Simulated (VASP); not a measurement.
An input for Quantum ESPRESSO's pw.x (written as the equivalent of a VASP run, and not itself run):

```
&CONTROL
  calculation = 'scf'
  pseudo_dir = './pseudo'
  outdir = './out'
  tprnfor = .true.
  tstress = .true.
/
&SYSTEM
  ibrav = 0
  nat = 8
  ntyp = 3
  ecutwfc = 102
  occupations = 'tetrahedra'
  input_dft = 'pbesol'
/
&ELECTRONS
  conv_thr = 7.3e-09
  electron_maxstep = 100
/
ATOMIC_SPECIES
  Cd 112.414 Cd.upf
  S 32.060 S.upf
  Be 9.012 Be.upf
CELL_PARAMETERS angstrom
    -0.0000000    2.5166173    2.5166173
     2.5166173   -0.0000000    2.5166173
    10.2903640   10.2903640   -0.2238947
ATOMIC_POSITIONS crystal
  Cd   0.0145244  0.0145244  0.9891067
  S    0.2014518  0.2014518  0.0989112
  S    0.2324144  0.2324144  0.3256892
  S    0.2598558  0.2598558  0.5551082
  S    0.2890736  0.2890736  0.7831948
  Be   0.9726804  0.9726804  0.2704897
  Be   0.0012330  0.0012330  0.4990753
  Be   0.0287667  0.0287667  0.7284250
K_POINTS automatic
  9 9 2 0 0 0
```

Q: Translate this input to VASP (INCAR, KPOINTS, POSCAR, choice of POTCAR).

A: One answer among several that fit: 
### INCAR
```
ALGO = Normal
EDIFF = 1E-7
ENCUT = 400
GGA = PS
ISIF = 2
ISMEAR = -5
LASPH = T
LCHARG = T
LEFG = T
LMAXMIX = 4
LORBIT = 11
LREAL = F
LWAVE = F
NEDOS = 601
NELM = 100
PREC = Accurate
SYSTEM = Be3CdS4
```

POSCAR:
```
Be3CdS4
10.2903640
  0.0000000000   0.2445605729   0.2445605729
  0.2445605729   0.0000000000   0.2445605729
  0.9999999963   0.9999999963  -0.0217577049
Cd S Be
1 4 3
Cart
  0.9926588130   0.9926588130  -0.0144165216
  0.1481783369   0.1481783369   0.0963822359
  0.3825285854   0.3825285854   0.1065925603
  0.6186586488   0.6186586488   0.1150230698
  0.8538907902   0.8538907902   0.1243515012
  0.5083689949   0.5083689949   0.4698732965
  0.4993767916   0.4993767916  -0.0102556459
  0.7354601692   0.7354601692  -0.0017784506
```

KPOINTS:
```
Automatic mesh
0
gamma
9 9 2
0 0 0
```

POTCAR, in this order: Cd S Be (PBE.64 set). Program: vasp_std.

What does not carry over: the potentials are each code's own (VASP's PAW set, PseudoDojo norm-conserving files in pw.x), so ENCUT and ecutwfc are chosen apart and not converted; conv_thr bounds pw.x's estimated SCF error, while EDIFF bounds the energy change between steps; the field gradients of LEFG aren't asked of the other code.

The structure was generated: Be3CdS4 was put into an ordered model structure (R3m), which need not be its known phase. It was relaxed first.
